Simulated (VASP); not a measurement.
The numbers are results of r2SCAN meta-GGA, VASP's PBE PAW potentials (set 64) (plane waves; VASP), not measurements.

Input for VASP

### POSCAR
```
CaC2
1
    3.5831137196    -1.9144675020    -0.0003759565
    3.5831137196     1.9144675020    -0.0003759565
   -2.1675508518     0.0000000000     7.0939210342
Ca C
2 4
Direct
  0.7977166771   0.7977166771   0.7534919845
  0.2022833229   0.2022833229   0.2465080155
  0.0791871743   0.0791871743   0.5643061777
  0.9208128257   0.9208128257   0.4356938223
  0.4518182740   0.4518182740   0.0581578902
  0.5481817260   0.5481817260   0.9418421098
```

### KPOINTS
```
Automatic
0
Gamma
 8 8 4
```

INCAR:
```
LMIXTAU=T
SYSTEM=CaC2
LCHARG=F
LASPH=T   ! aspherical one-centre terms
LPEAD=T
ISMEAR=0
NBANDS=66
ENCUT=520
METAGGA=R2SCAN
LWAVE=F
EDIFF=1E-7   ! SCF stop (eV)
NEDOS=1001   ! DOS grid
ALGO=Normal   ! blocked Davidson
LOPTICS=T
CSHIFT=0.1
LREAL=F   ! projection in real space or not
PREC=Accurate
SIGMA=0.01
NELM=100
```

POTCAR, in this order: Ca_sv C (PBE.64 set). Program: vasp_std.

Output

### OUTCAR
```
 ion  position               nearest neighbor table
   1  0.798  0.798  0.753-   6 2.57   3 2.61   3 2.61
   2  0.202  0.202  0.247-   5 2.57   4 2.61   4 2.61
   3  0.079  0.079  0.564-   4 1.25   1 2.61   1 2.61
   4  0.921  0.921  0.436-   3 1.25   2 2.61   2 2.61
   5  0.452  0.452  0.058-   6 1.25   2 2.57
   6  0.548  0.548  0.942-   5 1.25   1 2.57
  LATTYP: Found a base centered monoclinic cell.
 ALAT       =     7.1662274786
 B/A-ratio  =     0.5343027437
 C/A-ratio  =     1.0350886968
 COS(beta)  =    -0.2923144239
 Subroutine PRICEL returns:
 Original cell was already a primitive cell.
 Subroutine GETGRP returns: Found  4 space group operations
The static configuration has the point symmetry C_2h.
The dynamic configuration has the point symmetry C_2h.
 Subroutine INISYM returns: Found  4 space group operations
 Subroutine IBZKPT returns following result:
 Found     78 irreducible k-points:

 Following reciprocal coordinates:
            Coordinates               Weight
  0.000000  0.000000  0.000000      1.000000
  0.125000 -0.000000  0.000000      4.000000
  0.250000 -0.000000  0.000000      4.000000
  0.375000 -0.000000  0.000000      4.000000
  0.500000 -0.000000  0.000000      2.000000
  0.125000  0.125000  0.000000      2.000000
  0.250000  0.125000  0.000000      4.000000
  0.375000  0.125000  0.000000      4.000000
  0.500000  0.125000  0.000000      4.000000
 -0.375000  0.125000 -0.000000      4.000000
 -0.250000  0.125000  0.000000      4.000000
 -0.125000  0.125000  0.000000      2.000000
  0.250000  0.250000  0.000000      2.000000
  0.375000  0.250000  0.000000      4.000000
  0.500000  0.250000  0.000000      4.000000
 -0.375000  0.250000 -0.000000      4.000000
 -0.250000  0.250000  0.000000      2.000000
  0.375000  0.375000  0.000000      2.000000
  0.500000  0.375000  0.000000      4.000000
 -0.375000  0.375000  0.000000      2.000000
  0.500000  0.500000  0.000000      1.000000
  0.000000  0.000000  0.250000      2.000000
  0.125000 -0.000000  0.250000      4.000000
  0.250000 -0.000000  0.250000      4.000000
  0.375000 -0.000000  0.250000      4.000000
  0.500000  0.000000  0.250000      4.000000
 -0.375000  0.000000  0.250000      4.000000
 -0.250000  0.000000  0.250000      4.000000
 -0.125000  0.000000  0.250000      4.000000
  0.125000  0.125000  0.250000      2.000000
  0.250000  0.125000  0.250000      4.000000
  0.375000  0.125000  0.250000      4.000000
  0.500000  0.125000  0.250000      4.000000
 -0.375000  0.125000  0.250000      4.000000
 -0.250000  0.125000  0.250000      4.000000
 -0.125000  0.125000  0.250000      4.000000
  0.250000  0.250000  0.250000      2.000000
  0.375000  0.250000  0.250000      4.000000
  0.500000  0.250000  0.250000      4.000000
 -0.375000  0.250000  0.250000      4.000000
 Subroutine IBZKPT_HF returns following result:
   k-points           NKPTS =     78   k-points in BZ     NKDIM =     78   number of bands    NBANDS=     66
   number of dos      NEDOS =   1001   number of ions     NIONS =      6
   total plane-waves  NPLWV =  50400
   dimension x,y,z NGX =    30 NGY =   30 NGZ =   56
   dimension x,y,z NGXF=    60 NGYF=   60 NGZF=  112
   ions per type =               2   4
   PREC   = accura    normal or accurate (medium, high low for compatibility)
   ISTART =      0    job   : 0-new  1-cont  2-samecut
   ICHARG =      2    charge: 1-file 2-atom 10-const
   ISPIN  =      1    spin polarized calculation?
   LNONCOLLINEAR =      F non collinear calculations
...
```

**OSZICAR**
```
       N       E                     dE             d eps       ncg     rms          rms(c)
DAV:   1     0.306836891182E+03    0.30684E+03   -0.14517E+04 10304   0.530E+02
DAV:   2    -0.428229889714E+02   -0.34966E+03   -0.31880E+03 11430   0.189E+02
DAV:   3    -0.648652308808E+02   -0.22042E+02   -0.21237E+02 14922   0.451E+01
DAV:   4    -0.662571423920E+02   -0.13919E+01   -0.13791E+01 13854   0.743E+00
DAV:   5    -0.662819365304E+02   -0.24794E-01   -0.24792E-01 12144   0.109E+00    0.117E+01
DAV:   6    -0.577390399775E+02    0.85429E+01   -0.32926E+00 13768   0.805E+00    0.636E+00
DAV:   7    -0.524658532884E+02    0.52732E+01   -0.12996E+00 11544   0.379E+00    0.210E+00
DAV:   8    -0.563695898637E+02   -0.39037E+01   -0.92808E-01 10780   0.349E+00    0.229E+00
DAV:   9    -0.558624145657E+02    0.50718E+00   -0.27954E-01 10796   0.236E+00    0.107E+00
DAV:  10    -0.545833764004E+02    0.12790E+01   -0.38530E-01 10400   0.255E+00    0.278E-01
DAV:  11    -0.546654875769E+02   -0.82111E-01   -0.40236E-02 12098   0.775E-01    0.135E-01
DAV:  12    -0.546694478076E+02   -0.39602E-02   -0.38486E-03 11120   0.234E-01    0.857E-02
DAV:  13    -0.546703185043E+02   -0.87070E-03   -0.86841E-03 10624   0.378E-01    0.614E-02
DAV:  14    -0.546748304669E+02   -0.45120E-02   -0.20863E-03 10606   0.186E-01    0.379E-02
DAV:  15    -0.546744691871E+02    0.36128E-03   -0.19333E-04 11754   0.578E-02    0.371E-02
DAV:  16    -0.546749111501E+02   -0.44196E-03   -0.13264E-04 11080   0.498E-02    0.883E-03
DAV:  17    -0.546750866944E+02   -0.17554E-03   -0.47993E-05 11400   0.308E-02    0.888E-03
DAV:  18    -0.546750938248E+02   -0.71304E-05   -0.33193E-06 11364   0.766E-03    0.595E-03
DAV:  19    -0.546750952392E+02   -0.14144E-05   -0.14040E-06 11646   0.570E-03    0.180E-03
DAV:  20    -0.546750958632E+02   -0.62392E-06   -0.23444E-07 11584   0.197E-03    0.149E-03
DAV:  21    -0.546750964380E+02   -0.57479E-06   -0.26937E-07 10798   0.230E-03    0.502E-04
DAV:  22    -0.546750965269E+02   -0.88911E-07   -0.65188E-08  9650   0.103E-03
   1 F= -.54675097E+02 E0= -.54675097E+02  d E =-.944319E-16
 imaginary and real dielectric function
```

File OUTCAR:
```
------------------------ aborting loop because EDIFF is reached ----------------------------------------
  FORCE on cell =-STRESS in cart. coord.  units (eV):
  Direction    XX          YY          ZZ          XY          YZ          ZX
  --------------------------------------------------------------------------------------
  Total        0.0382594      0.0274339     -0.0076663      0.0000000      0.0000000     -0.0124994
  in kB        0.6298510      0.4516344     -0.1262077      0.0000000      0.0000000     -0.2057724
  external PRESSURE =       0.3184259 kB  Pullay stress =       0.0000000 kB
  volume of cell :       97.32
      direct lattice vectors                 reciprocal lattice vectors
     3.583113720 -1.914467502 -0.000375956     0.139547910 -0.261169228  0.042638928
     3.583113720  1.914467502 -0.000375956     0.139547910  0.261169228  0.042638928
    -2.167550852  0.000000000  7.093921034     0.000014791  0.000000000  0.140970284
 POSITION                                       TOTAL-FORCE (eV/Angst)
 -----------------------------------------------------------------------------------
      4.08339      0.00000      5.34461        -0.018792      0.000000     -0.001440
      0.91529      0.00000      1.74856         0.018792      0.000000      0.001440
     -0.65569      0.00000      4.00308        -0.007342      0.000000     -0.008598
      5.65437      0.00000      3.09009         0.007342      0.000000      0.008598
      3.11177      0.00000      0.41223         0.005279      0.000000     -0.004199
      1.88690      0.00000      6.68094        -0.005279      0.000000      0.004199
 -----------------------------------------------------------------------------------
    total drift:                                0.000000     -0.000000     -0.000000
  FREE ENERGIE OF THE ION-ELECTRON SYSTEM (eV)
  ---------------------------------------------------
  free  energy   TOTEN  =       -54.6750965269 eV

  energy  without entropy=      -54.6750965269  energy(sigma->0) =      -54.67509653

 plasma frequency squared (from intraband transitions) (eV^2)
  --------------------------------------------------------------------------------------
       0.000       0.000       0.000
       0.000       0.000       0.000
       0.000       0.000       0.000

 plasma frequency squared (from interband transitions, int dw w eps(2)(w)) (eV^2)
  --------------------------------------------------------------------------------------
     397.965       0.000       0.000       0.000      -0.337       0.005
       0.000       0.000     383.699       0.000       0.000       0.000
      -0.337      -0.005       0.000       0.000     396.872       0.000
```
(Selected blocks of OUTCAR.)

The structure comes from a computed database's CaC2 entry (C2/m); how it stands against other phases isn't given here. It was relaxed first.
